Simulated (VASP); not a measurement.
Output of a VASP run:

**OSZICAR**
```
       N       E                     dE             d eps       ncg     rms          rms(c)
DAV:   1    -0.683780489430E+03   -0.68378E+03   -0.17057E+04   624   0.210E+03
DAV:   2    -0.936261552806E+03   -0.25248E+03   -0.24555E+03   658   0.414E+02
DAV:   3    -0.960022109644E+03   -0.23761E+02   -0.23644E+02   718   0.132E+02
DAV:   4    -0.960343282549E+03   -0.32117E+00   -0.32092E+00   652   0.165E+01
DAV:   5    -0.277706354033E+02    0.93257E+03   -0.76518E+00   658   0.805E+01    0.169E+01
DAV:   6    -0.231084538491E+02    0.46622E+01   -0.11092E+01   930   0.621E+01    0.886E+00
DAV:   7    -0.240754956710E+02   -0.96704E+00   -0.59097E+00   692   0.204E+01    0.673E+00
DAV:   8    -0.239255346526E+02    0.14996E+00   -0.31206E-01   886   0.133E+01    0.330E+00
DAV:   9    -0.239045594867E+02    0.20975E-01   -0.26716E-01   734   0.434E+00    0.161E+00
DAV:  10    -0.239080160503E+02   -0.34566E-02   -0.20219E-02   804   0.381E+00    0.104E+00
DAV:  11    -0.239050729414E+02    0.29431E-02   -0.45281E-03   972   0.138E+00    0.656E-01
DAV:  12    -0.239052961473E+02   -0.22321E-03   -0.35311E-03   708   0.504E-01    0.396E-01
DAV:  13    -0.239053056374E+02   -0.94902E-05   -0.25610E-04   820   0.310E-01    0.214E-01
DAV:  14    -0.239053255342E+02   -0.19897E-04   -0.14115E-04   682   0.104E-01    0.122E-01
DAV:  15    -0.239053467865E+02   -0.21252E-04   -0.15682E-05   906   0.799E-02    0.737E-02
DAV:  16    -0.239053569189E+02   -0.10132E-04   -0.10091E-05   802   0.475E-02    0.450E-02
DAV:  17    -0.239053635046E+02   -0.65857E-05   -0.64802E-06   664   0.225E-02    0.273E-02
DAV:  18    -0.239053668398E+02   -0.33352E-05   -0.12605E-06   462   0.112E-02    0.156E-02
DAV:  19    -0.239053684139E+02   -0.15742E-05   -0.50856E-07   434   0.814E-03    0.952E-03
DAV:  20    -0.239053691929E+02   -0.77897E-06   -0.36110E-07   392   0.582E-03
   1 F= -.23905369E+02 E0= -.23905369E+02  d E =-.321590E-52
```

**OUTCAR**
```
------------------------ aborting loop because EDIFF is reached ----------------------------------------
  FORCE on cell =-STRESS in cart. coord.  units (eV):
  Direction    XX          YY          ZZ          XY          YZ          ZX
  --------------------------------------------------------------------------------------
  Total       -1.6406718     -1.6406711     -1.6982734      0.0000000      0.0000000      0.0000000
  in kB      -54.1984302    -54.1984063    -56.1012582      0.0000000      0.0000000      0.0000000
  external PRESSURE =     -54.8326982 kB  Pullay stress =       0.0000000 kB
  volume of cell :       48.50
      direct lattice vectors                 reciprocal lattice vectors
     3.262278000  0.000000000  0.000000000     0.306534268  0.176977681  0.000000000
    -1.631139000  2.825215000  0.000000000     0.000000000  0.353955363  0.000000000
     0.000000000  0.000000000  5.262270000     0.000000000  0.000000000  0.190032058
  FREE ENERGIE OF THE ION-ELECTRON SYSTEM (eV)
  ---------------------------------------------------
  free  energy   TOTEN  =       -23.9053691929 eV

  energy  without entropy=      -23.9053691929  energy(sigma->0) =      -23.90536919

  exchange ACFDT corr.  =         0.00000000  see jH, gK, PRB 81, 115126
```
(Selected blocks of OUTCAR.)

POSCAR:
```
ZnO
1
    3.2622780000     0.0000000000     0.0000000000
   -1.6311390000     2.8252150000     0.0000000000
    0.0000000000     0.0000000000     5.2622700000
Zn O
2 2
Direct
  0.6666670000   0.3333330000   0.5005900000
  0.3333330000   0.6666670000   0.0005900000
  0.6666670000   0.3333330000   0.8797200000
  0.3333330000   0.6666670000   0.3797200000
```

**Question.** Reconstruct the remaining input files.

**Answer.** Several could match; the one computed here: the input of the run itself, PBE0 hybrid, plane waves, VASP's PBE PAW potentials (set 64).

File KPOINTS:
```
kpoints
0
gamma
6 6 3
0 0 0
```

### INCAR
```
SYSTEM  =  ZnO
PREC  =  Accurate; ENCUT  =  400; LREAL  =  F
LASPH  =  T; ISYM  =  3
EDIFF  =  1E-6; NELM  =  100; ALGO  =  Normal
LMAXMIX  =  4
ISMEAR  =  0; SIGMA  =  0.01
GGA  =  PE; LHFCALC  =  T; AEXX  =  0.25
HFRCUT  =  -1; PRECFOCK  =  Fast
ISIF  =  2
LWAVE  =  F; LCHARG  =  F
```

POTCAR, in this order: Zn O (PBE.64 set). Program: vasp_std.

At this cut-off the stress carries a Pulay error, which pulls relaxed volumes low.

The structure comes from a computed database's ZnO entry; how it stands against other phases isn't given here. The cell was not relaxed at this level.
